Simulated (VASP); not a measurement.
# MgC2: single point with PBE

The system is MgC2.

```
Mg C
1.0
     2.65430    0.00000    0.00000
    -1.32715    2.29869    0.00000
     0.00000    0.00000    4.10494
Mg C
1 2
Cartesian
  0.0000 0.0000 0.0000
  1.3271 0.7662 2.3060
  0.0000 1.5325 1.7989
```

The cell was built by a generator and needn't be a form met in nature.

The cell isn't the ideal one: species swapped into the LuCd2 type (P-3m1, No. 164).

| Quantity | Value |
| --- | --- |
| Program | VASP 6.6.1 |
| Task | single point |
| Functional | PBE |
| Potentials or basis | VASP PAW PBE potentials, release 64 (Mg, C) |
| Cutoff | 520 eV |
| k mesh | 9 × 9 × 4 |
| Occupations | gaussian, width 0.1 eV |
| Spin | no spin polarisation |
| Dipole correction | no |
| Further INCAR settings | ALGO = Fast; EDIFF = 1e-06; NBANDS = 12 |

```
Pressure               : -0.1 GPa
Largest force          : 0.013 eV/Å
Band gap on the k mesh : 0.31 eV, indirect (least direct gap 0.64 eV)
```

Forces on the atoms (eV/Å):
```
Mg   0.000  0.000  0.000
C    0.000  0.000 -0.013
C    0.000  0.000  0.013
```

Stress tensor (GPa, compression positive):
```
 0.22  0.00  0.00
 0.00  0.22  0.00
 0.00  0.00 -0.65
```

Levels at points of the mesh, in eV from the valence-band top:
```tsv
k point	band 1	band 2	band 3	band 4	band 5	band 6	band 7	band 8	band 9	band 10
(0.00, 0.00, 0.00)	-20.12	-9.75	-6.36	-3.74	-3.74	4.11	4.11	5.35	5.71	12.71
(0.00, 0.00, 0.50)	-19.87	-12.03	-3.69	-3.69	0.00	0.64	4.03	4.03	5.55	10.56
```

Wall time 5.6 s on 1 thread of Intel(R) Xeon(R) 6975P-C (Granite Rapids), on a shared host, peak memory 0.14 GiB.

Caveat: an odd mesh through Γ misses points on the zone boundary, where band edges often lie.
